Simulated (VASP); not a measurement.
An input for Quantum ESPRESSO's pw.x (written as the equivalent of a VASP run, and not itself run):

```
&CONTROL
  calculation = 'scf'
  pseudo_dir = './pseudo'
  outdir = './out'
  tprnfor = .true.
  tstress = .true.
/
&SYSTEM
  ibrav = 0
  nat = 2
  ntyp = 2
  ecutwfc = 82.3
  occupations = 'smearing'
  smearing = 'methfessel-paxton'
  degauss = 0.00735
  input_dft = 'pbe'
  vdw_corr = 'grimme-d3'
  dftd3_version = 3
  dftd3_threebody = .false.
/
&ELECTRONS
  conv_thr = 7.3e-09
  electron_maxstep = 100
/
ATOMIC_SPECIES
  Hg 200.592 Hg.upf
  Te 127.600 Te.upf
CELL_PARAMETERS angstrom
     0.0000000    3.3395952    3.3395952
     3.3395952    0.0000000    3.3395952
     3.3395952    3.3395952    0.0000000
ATOMIC_POSITIONS crystal
  Hg   0.0000000  0.0000000  0.0000000
  Te   0.2500000  0.2500000  0.2500000
K_POINTS automatic
  10 10 10 0 0 0
```

### Question
Translate this input to VASP (INCAR, KPOINTS, POSCAR, choice of POTCAR).

### Answer
Several could match; the one computed here: 
INCAR:
```
# general
SYSTEM =HgTe
PREC   =Accurate
ENCUT  =520
LREAL  =.FALSE.
LASPH  =.TRUE.

# electronic loop
EDIFF  =1E-7
NELM   =100
ALGO   =Normal
LMAXMIX=6

# smearing
ISMEAR =1
SIGMA  =0.1

# functional
GGA    =PE
IVDW   =11

# ions
ISIF   =2

# output
LWAVE  =.FALSE.
LCHARG =.FALSE.
```

**KPOINTS**
```
Automatic mesh
0
Gamma
10 10 10
0 0 0
```

**POSCAR**
```
HgTe
1
    0.0000000000     3.3395952240     3.3395952240
    3.3395952240     0.0000000000     3.3395952240
    3.3395952240     3.3395952240     0.0000000000
Hg Te
1 1
Direct
  0.0000000000   0.0000000000   0.0000000000
  0.2500000000   0.2500000000   0.2500000000
```

POTCAR, in this order: Hg Te (PBE.64 set). Program: vasp_std.

Limits of the translation: the potentials are each code's own (VASP's PAW set, PseudoDojo norm-conserving files in pw.x), so ENCUT and ecutwfc are chosen apart and not converted; conv_thr bounds pw.x's estimated SCF error, while EDIFF bounds the energy change between steps.

The compound is HgTe in the zinc blende structure. This cell is one point of a volume scan, at 1.06 of the reference volume.
